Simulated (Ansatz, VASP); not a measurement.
Si: VASP beside Ansatz

POSCAR

```
Si
1.0
    0.0000000000      2.7154700000      2.7154700000
    2.7154700000      0.0000000000      2.7154700000
    2.7154700000      2.7154700000      0.0000000000
Si
2
Direct
    0.5000000000      0.5000000000      0.5000000000
    0.7500000000      0.7500000000      0.7500000000
```

INCAR.step1

```
SYSTEM = Si
PREC = Accurate
ENCUT = 600
ISMEAR = 0
SIGMA = 0.02
LREAL = .FALSE.
LASPH = .TRUE.
NELM = 60
GGA = PE
ALGO = Normal
EDIFF = 1E-4
LWAVE = .TRUE.
LCHARG = .FALSE.
```

INCAR.step2

```
SYSTEM = Si
PREC = Accurate
ENCUT = 600
EDIFF = 1E-7
ISMEAR = 0
SIGMA = 0.02
LREAL = .FALSE.
LASPH = .TRUE.
NELM = 60
ALGO = Normal
ISIF = 3
LWAVE = .FALSE.
LCHARG = .FALSE.
METAGGA = R2SCAN
LMIXTAU = .TRUE.
IBRION = 2
NSW = 100
EDIFFG = -0.005
ISTART = 1
```

File KPOINTS:

```
regular mesh
0
G
  10 10 10
  0 0 0
```

Input for Ansatz:

```yaml
crystal:
  lattice:
    - [0.0, 2.71547, 2.71547]
    - [2.71547, 0.0, 2.71547]
    - [2.71547, 2.71547, 0.0]
  atoms:
    - { symbol: Si, position: [0.5, 0.5, 0.5] }
    - { symbol: Si, position: [0.75, 0.75, 0.75] }
basis:
  ecutwfc: 500
kpoints:
  mp_grid: { grid: [10, 10, 10] }
hamiltonian:
  xc: r2scan
scf:
  occupations: { method: gaussian, width: 0.02 }
output:
  forces: true
  stress: true
  eigenvalues: true
  write_density: true
  write_potential: true
  elf: true
  volumetric_format: npy
relax:
  adjacent_minimum: "off"
  f_tol: 0.005
  max_steps: 80
  cell: { stress_tol: 0.05 }
```

Alike in both runs: task relaxation of cell and atoms; functional r2SCAN; k mesh 10 × 10 × 10; occupations gaussian, width 0.02 eV; no spin polarisation.

|  | VASP | Ansatz |
| --- | --- | --- |
| version | VASP 6.6.1 | Ansatz 0.2.0 |
| potentials or method | VASP PAW PBE potentials, release 64 (Si) | scalar-relativistic, plane waves, PAW |
| plane-wave cutoff (eV) | 600 | 500 |
| valence electrons in the cell | 8 | 8 |

VASP gave:

```
gap on the k mesh at the Fermi level, each at its own relaxed structure (eV) : 0.79
relaxed volume (Å³/atom)                                                     : 20.12
relaxed cell length with the largest relative difference (Å)                 : 3.846
```

Question: Which values does Ansatz return?

Answer: gap on the k mesh at the Fermi level, each at its own relaxed structure (eV): 0.78; relaxed volume (Å³/atom): 20.17; relaxed cell length with the largest relative difference (Å): 3.850.

Caveats: the PAW data sets were made with another functional, which shifts forces and pressure a little (VASP). r2SCAN opens gaps a little over a GGA but as a rule still falls short of measured ones. A k mesh can miss the band edges.
